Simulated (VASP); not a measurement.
# CrCu4NiSn2 (R-3m) in VASP: reference runs

Reference runs on CrCu4NiSn2: the cell as given.

Everything below comes from runs of VASP 6.6.1. Logs are shortened: lines on timing, memory, paths and dates and some standing lists are left out, and cuts for length are marked.

**1. The structure**

The structure is trigonal, space group R-3m (No. 166). The conventional cell has a = 4.362 Å, b = 4.362 Å, c = 21.250 Å, α = 90.00°, β = 90.00°, γ = 120.00°. Around Sn (site symmetry 3m) lie 8 Cu at 2.62 to 2.69 Å. Cu (site symmetry 3m) is surrounded by 4 Sn at 2.62 to 2.67 Å and 3 Ni at 2.66 Å and 1 Cr at 2.68 Å. Cu (site symmetry 3m) is surrounded by 1 Ni at 2.63 Å and 4 Sn at 2.66 to 2.69 Å and 3 Cr at 2.68 Å. Ni (site symmetry -3m) has 8 Cu at 2.63 to 2.66 Å as nearest neighbours. Cr (site symmetry -3m) is surrounded by 8 Cu at 2.68 Å.

The cell comes from a database or a generator and needn't be the stable form of this composition.

**2. Single point, PBE, collinear spin, ferromagnetic start**

Contents of INCAR:

```
ALGO = Normal ; EDIFF = 1E-7
ENCUT = 520 ; GGA = PE
ISIF = 2 ; ISMEAR = -1
ISPIN = 2 ; LASPH = T
LCHARG = T ; LELF = T
LMAXMIX = 4 ; LORBIT = 11
LREAL = F ; LVHAR = T
LWAVE = F ; MAGMOM = 0 0 0.6 0.6 0.6 0.6 1 3
NBANDS = 61 ; NELM = 120
PREC = Accurate ; SIGMA = 0.05
```

Contents of KPOINTS:

```
k-points
0
Gamma
  7 7 7
```

Contents of POSCAR:

```
CrCu4NiSn2
1.0
    2.1811320786      1.2592771927      7.0834584532
   -2.1811320786      1.2592771927      7.0834584532
    0.0000000000     -2.5185543854      7.0834584532
Sn Cu Ni Cr
2 4 1 1
Direct
    0.7504420000      0.7504420000      0.7504420000
    0.2495580000      0.2495580000      0.2495580000
    0.8739180000      0.8739180000      0.8739180000
    0.3763620000      0.3763620000      0.3763620000
    0.1260820000      0.1260820000      0.1260820000
    0.6236380000      0.6236380000      0.6236380000
    0.5000000000      0.5000000000      0.5000000000
    0.0000000000      0.0000000000      0.0000000000
```

Potentials or basis: VASP PAW PBE potentials, release 64 (Sn_d, Cu, Ni, Cr_pv).

Started as:

```console
cat potpaw_PBE.64/Sn_d/POTCAR potpaw_PBE.64/Cu/POTCAR potpaw_PBE.64/Ni/POTCAR potpaw_PBE.64/Cr_pv/POTCAR > POTCAR
mpirun -np 1 vasp_std > vasp.out
```

OUTCAR:

```text
EDIFF = 1E-7
   ENCUT = 520
   GGA = PE
   ISIF = 2
   ISMEAR = -1
   ISPIN = 2
   LASPH = T
   LORBIT = 11
   LREAL = F
   NELM = 120
   PREC = Accurate

 ion  position               nearest neighbor table
   1  0.750  0.750  0.750-   3 2.62   4 2.66   4 2.66   4 2.66   5 2.67   5 2.67   5 2.67   6 2.69
                             7 3.07   7 3.07   7 3.07   8 3.08   8 3.08   8 3.08
   2  0.250  0.250  0.250-   5 2.62   6 2.66   6 2.66   6 2.66   3 2.67   3 2.67   3 2.67   4 2.69
                             7 3.07   7 3.07   7 3.07   8 3.08   8 3.08   8 3.08
   3  0.874  0.874  0.874-   1 2.62   7 2.66   7 2.66   7 2.66   2 2.67   2 2.67   2 2.67   8 2.68

   4  0.376  0.376  0.376-   7 2.63   1 2.66   1 2.66   1 2.66   8 2.68   8 2.68   8 2.68   2 2.69

   5  0.126  0.126  0.126-   2 2.62   7 2.66   7 2.66   7 2.66   1 2.67   1 2.67   1 2.67   8 2.68

   6  0.624  0.624  0.624-   7 2.63   2 2.66   2 2.66   2 2.66   8 2.68   8 2.68   8 2.68   1 2.69

   7  0.500  0.500  0.500-   4 2.63   6 2.63   5 2.66   3 2.66   5 2.66   5 2.66   3 2.66   3 2.66
                             1 3.07   2 3.07   1 3.07   2 3.07   1 3.07   2 3.07
   8  0.000  0.000  0.000-   3 2.68   5 2.68   6 2.68   4 2.68   6 2.68   6 2.68   4 2.68   4 2.68
                             2 3.08   1 3.08   2 3.08   1 3.08   2 3.08   1 3.08

  LATTYP: Found a trigonal (rhomboedric) cell.
 ALAT       =     7.5178786802
 COS(alpha) =     0.8316538069

  Lattice vectors:

 A1 = (   2.1811320786,   1.2592771927,   7.0834584532)
 A2 = (  -2.1811320786,   1.2592771927,   7.0834584532)
 A3 = (   0.0000000000,  -2.5185543854,   7.0834584532)

Analysis of symmetry for initial positions (statically):
=====================================================================
 Subroutine PRICEL returns:
 Original cell was already a primitive cell.

 Routine SETGRP: Setting up the symmetry group for a
 trigonal (rhombohedral) supercell.

 Subroutine GETGRP returns: Found 12 space group operations
 (whereof 12 operations were pure point group operations)
 out of a pool of 12 trial point group operations.

The static configuration has the point symmetry D_3d.

Analysis of symmetry for dynamics (positions and initial velocities):
=====================================================================
 Subroutine PRICEL returns:
 Original cell was already a primitive cell.

 Routine SETGRP: Setting up the symmetry group for a
 trigonal (rhombohedral) supercell.

 Subroutine GETGRP returns: Found 12 space group operations
 (whereof 12 operations were pure point group operations)
 out of a pool of 12 trial point group operations.

The dynamic configuration has the point symmetry D_3d.

Analysis of structural, dynamic, and magnetic symmetry:
=====================================================================
 Subroutine PRICEL returns:
 Original cell was already a primitive cell.

 Routine SETGRP: Setting up the symmetry group for a
 trigonal (rhombohedral) supercell.

 Subroutine GETGRP returns: Found 12 space group operations
 (whereof 12 operations were pure point group operations)
 out of a pool of 12 trial point group operations.

The overall configuration has the point symmetry D_3d.

 Subroutine INISYM returns: Found 12 space group operations
 (whereof 12 operations are pure point group operations),
 and found     1 'primitive' translations

----------------------------------------------------------------------------------------

                                     Primitive cell

  volume of cell :     116.7347

  direct lattice vectors                    reciprocal lattice vectors
     2.181132079  1.259277193  7.083458453     0.229238754  0.132351056  0.047057992
    -2.181132079  1.259277193  7.083458453    -0.229238754  0.132351056  0.047057992
     0.000000000 -2.518554385  7.083458453     0.000000000 -0.264702113  0.047057992

  length of vectors
     7.517878680  7.517878680  7.517878680     0.268852493  0.268852493  0.268852493

  position of ions in fractional coordinates (direct lattice)
     0.750442000  0.750442000  0.750442000
     0.249558000  0.249558000  0.249558000
     0.873918000  0.873918000  0.873918000
     0.376362000  0.376362000  0.376362000
     0.126082000  0.126082000  0.126082000
     0.623638000  0.623638000  0.623638000
     0.500000000  0.500000000  0.500000000
     0.000000000  0.000000000  0.000000000

  ion indices of the primitive-cell ions
   primitive index   ion index
                 1           1
                 2           2
                 3           3
                 4           4
                 5           5
                 6           6
                 7           7
                 8           8

----------------------------------------------------------------------------------------

 KPOINTS: k-points

Automatic generation of k-mesh.
 Grid dimensions read from file:
 generate k-points for:    7    7    7

 Generating k-lattice:

  Cartesian coordinates                     Fractional coordinates (reciprocal lattice)
     0.032748393  0.018907294  0.006722570     0.142857143  0.000000000  0.000000000
    -0.032748393  0.018907294  0.006722570     0.000000000  0.142857143  0.000000000
     0.000000000 -0.037814588  0.006722570     0.000000000  0.000000000  0.142857143

  Length of vectors
     0.038407499  0.038407499  0.038407499

  Shift w.r.t. Gamma in fractional coordinates (k-lattice)
     0.000000000  0.000000000  0.000000000

 Subroutine IBZKPT returns following result:
 ===========================================

 Found     44 irreducible k-points:

 Following reciprocal coordinates:
            Coordinates               Weight
  0.000000  0.000000  0.000000      1.000000
  0.142857 -0.000000  0.000000      6.000000
  0.285714 -0.000000  0.000000      6.000000
  0.428571 -0.000000  0.000000      6.000000
  0.142857  0.142857  0.000000      6.000000
  0.285714  0.142857  0.000000     12.000000
[... 16 lines left out ...]
  0.285714  0.285714  0.142857      6.000000
  0.428571  0.285714  0.142857     12.000000
 [... further k-points ...]
   k-points           NKPTS =     44   k-points in BZ     NKDIM =     44   number of bands    NBANDS=     61
   number of dos      NEDOS =    301   number of ions     NIONS =      8
   total plane-waves  NPLWV = 175616
   dimension x,y,z NGX =    56 NGY =   56 NGZ =   56
   dimension x,y,z NGXF=   112 NGYF=  112 NGZF=  112
   ions per type =               2   4   1   1
   NGX,Y,Z   is equivalent  to a cutoff of  12.38, 12.38, 12.38 a.u.
   NGXF,Y,Z  is equivalent  to a cutoff of  24.77, 24.77, 24.77 a.u.
 SYSTEM =  unknown system
   PREC   = accura    normal or accurate (medium, high low for compatibility)
   ISTART =      0    job   : 0-new  1-cont  2-samecut
   ICHARG =      2    charge: 1-file 2-atom 10-const
   ISPIN  =      2    spin polarized calculation?
   LNONCOLLINEAR =      F non collinear calculations
   LSORBIT =      F    spin-orbit coupling
   LASPH  =      T    aspherical Exc in radial PAW
   ENCUT  =  520.0 eV  38.22 Ry    6.18 a.u.  13.98 13.98 13.98*2*pi/ulx,y,z
   NELM   =    120;   NELMIN=  2; NELMDL= -5     # of ELM steps
   EDIFF  = 0.1E-06   stopping-criterion for ELM
   LREAL  =      F    real-space projection
   EDIFFG = 0.1E-05   stopping-criterion for IOM
   NSW    =      0    number of steps for IOM
   IBRION =     -1    ionic relax: 0-MD 1-quasi-New 2-CG
   NFREE  =      0    steps in history (QN), initial steepest desc. (CG)
   ISIF   =      2    stress and relaxation
   ISYM   =      2    0-nonsym 1-usesym 2-fastsym
   POTIM  = 0.5000    time-step for ionic-motion
   TEBEG  =    0.0;   TEEND  =   0.0 temperature during run
   PSTRESS=    0.0 pullay stress
   NELECT =      94.0000    total number of electrons
   NUPDOWN=      -1.0000    fix difference up-down
   EMIN   =  10.00;   EMAX   =-10.00  energy-range for DOS
   EFERMI =   0.00;   METHOD = LEGACY
   ISMEAR =    -1;   SIGMA  =   0.05  broadening in eV -4-tet -1-fermi 0-gaus
   EFERMI_NEDOS =   21; number of points for ismear=-14 and -15
   IALGO  =     38    algorithm
   IMIX   =      4    mixing-type and parameters
     AMIX     =   0.40;   BMIX     =  1.00
     AMIX_MAG =   1.60;   BMIX_MAG =  1.00
  volume/ion in A,a.u.               =      14.59        98.47
  Fermi-wavevector in a.u.,A,eV,Ry     =   1.523062  2.878169 31.561663  2.319717
  Thomas-Fermi vector in A             =   2.631556
   LORBIT       =     11    0 simple, 1 ext, 2 COOP (PROOUT), +10 PAW based schemes
   GGA     = PE    functional components
   LHFCALC =     F    Hartree Fock is set to
   AEXX    =    0.0000 exact exchange contribution
   IVDW    =     0    specifies the selected vdW correction
   LEPSILON=     F    determine dielectric tensor
   LRPA    =     F    only Hartree local field effects (RPA)
 spin polarized calculation
  energy-cutoff  :      520.00
  volume of cell :      116.73
 maximum number of plane-waves:      3165
   NGX = 27   NGY = 27   NGZ = 27

 number of electron      94.0000016 magnetization       3.6674635

 Free energy of the ion-electron system (eV)
  ---------------------------------------------------
  ext. energy  EPLUGINS =         0.00000000
  ---------------------------------------------------
  free energy    TOTEN  =       -36.56299775 eV

  energy without entropy =      -36.53378918  energy(sigma->0) =      -36.54839346

 E-fermi :   9.3098     XC(G=0): -12.2169

 val. band max:        9.3071959049   @ k =  -0.4286   0.4286   0.4286
 cond. band min:       9.3328885382   @ k =   0.2857   0.2857   0.2857
 fundamental gap:      0.0256926332
 Fermi energy:         9.3098347550

 spin component 1

 k-point     1 :       0.0000    0.0000    0.0000
  band No.  band energies     occupation
      1     -34.7101      1.00000
      2     -34.6484      1.00000
      3     -34.6484      1.00000
      4     -12.3288      1.00000
      5     -12.3286      1.00000
      6     -12.3241      1.00000
[... 1477 lines left out ...]
     58      14.3553      0.00000
     59      15.5569      0.00000

 [... further k-points ...]

 spin component 2

 k-point     1 :       0.0000    0.0000    0.0000
  band No.  band energies     occupation
      1     -31.3509      1.00000
      2     -31.3127      1.00000
      3     -31.3127      1.00000
      4     -12.3410      1.00000
      5     -12.3409      1.00000
      6     -12.3378      1.00000
[... 1477 lines left out ...]
     58      14.5603      0.00000
     59      16.0035      0.00000

 [... further k-points ...]

 [bands above 59 left out]

------------------------ aborting loop because EDIFF is reached ----------------------------------------

  FORCE on cell =-STRESS in cart. coord.  units (eV):
  Direction    XX          YY          ZZ          XY          YZ          ZX
  --------------------------------------------------------------------------------------
  -------------------------------------------------------------------------------------
  Total        0.6120001      0.6120001      0.7286112      0.0000000     -0.0000000     -0.0000000
  in kB        8.3996683      8.3996683     10.0001507      0.0000000     -0.0000000     -0.0000000
  external PRESSURE =       8.9331624 kB  Pullay stress =       0.0000000 kB

 VOLUME and BASIS-vectors are now :
 -----------------------------------------------------------------------------
  energy-cutoff  :      520.00
  volume of cell :      116.73
      direct lattice vectors                 reciprocal lattice vectors
     2.181132079  1.259277193  7.083458453     0.229238754  0.132351056  0.047057992
    -2.181132079  1.259277193  7.083458453    -0.229238754  0.132351056  0.047057992
     0.000000000 -2.518554385  7.083458453     0.000000000 -0.264702113  0.047057992

 POSITION                                       TOTAL-FORCE (eV/Angst)
 -----------------------------------------------------------------------------------
      0.00000      0.00000     15.94717        -0.000000     -0.000000     -0.028263
      0.00000      0.00000      5.30320        -0.000000      0.000000      0.028263
      0.00000      0.00000     18.57109        -0.000000     -0.000000     -0.091385
      0.00000      0.00000      7.99783        -0.000000     -0.000000      0.147632
      0.00000      0.00000      2.67929        -0.000000     -0.000000      0.091385
      0.00000      0.00000     13.25254        -0.000000      0.000000     -0.147632
      0.00000      0.00000     10.62519         0.000000     -0.000000     -0.000000
      0.00000      0.00000      0.00000        -0.000000     -0.000000     -0.000000
 -----------------------------------------------------------------------------------
    total drift:                                0.000000      0.000000     -0.000000

  FREE ENERGIE OF THE ION-ELECTRON SYSTEM (eV)
  ---------------------------------------------------
  free  energy   TOTEN  =       -36.5629977453 eV

  energy  without entropy=      -36.5337891750  energy(sigma->0) =      -36.54839346

 total charge

# of ion       s       p       d       tot
------------------------------------------
    1        1.078   1.271  10.054  12.403
    2        1.078   1.271  10.054  12.403
    3        0.414   0.372   9.190   9.976
    4        0.434   0.384   9.185  10.003
    5        0.414   0.372   9.190   9.976
    6        0.434   0.384   9.185  10.003
    7        0.360   0.308   8.454   9.122
    8        0.258   6.197   4.172  10.627
--------------------------------------------------
tot          4.468  10.561  69.484  84.513

 magnetization (x)

# of ion       s       p       d       tot
------------------------------------------
    1       -0.010  -0.046   0.005  -0.051
    2       -0.010  -0.046   0.005  -0.051
    3       -0.007   0.002   0.012   0.007
    4       -0.014  -0.000   0.052   0.037
    5       -0.007   0.002   0.012   0.007
    6       -0.014  -0.000   0.052   0.037
    7        0.016  -0.000   0.045   0.060
    8        0.043   0.032   3.298   3.373
--------------------------------------------------
tot         -0.001  -0.058   3.479   3.420
```

It took 51 min on 1 thread of AMD EPYC 7R13 (Zen 3), shared host; peak memory 0.85 GiB.

Results:

* Free energy: -36.5630 eV
* Pressure: 0.9 GPa
* Largest force: 0.148 eV/Å
* Band gap on the k mesh: none (metal or under the smearing width)
* Net moment: 3.67 μB per cell
* Site moments: Sn -0.05; Cu +0.01, +0.04; Ni +0.06; Cr +3.37 μB
* Valence electrons inside the program's atomic spheres: Sn 12.40; Cu 9.98, 10.00; Ni 9.12; Cr 10.63

Forces in eV/Å, atoms in the order of the input:
```
Sn   0.000  0.000 -0.028
Sn   0.000  0.000  0.028
Cu   0.000  0.000 -0.091
Cu   0.000  0.000  0.148
Cu   0.000  0.000  0.091
Cu   0.000  0.000 -0.148
Ni   0.000  0.000  0.000
Cr   0.000  0.000  0.000
```

Stress tensor (GPa, compression positive):
```
0.84 0.00 0.00
0.00 0.84 0.00
0.00 0.00 1.00
```
